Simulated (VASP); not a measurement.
Computed with LDA (Ceperley-Alder, Perdew-Zunger), VASP's LDA PAW potentials (set 64) (plane waves; VASP). For the first row: Run with 400 eV cut-off, 10×10×10 Γ-centred mesh, tetrahedra with Blöchl corrections, potentials Ni Ge_d.

| system | energy (eV/atom) |
|---|---|
| Ni$_{3}$Ge (space group Pm-3m) | -6.6009 |
| Ni (fcc) | -6.5816 |
| Ge (diamond) | -5.1927 |

The references are the elements' solids at the same level; no temperature or zero-point terms are added.

Problem. What is the formation energy per atom of Ni$_{3}$Ge?

Solution. The references average (3×(-6.5816) + 1×(-5.1927))/4 = -6.2344 eV, so the formation energy is -6.6009 − (-6.2344) = -0.367 eV/atom.
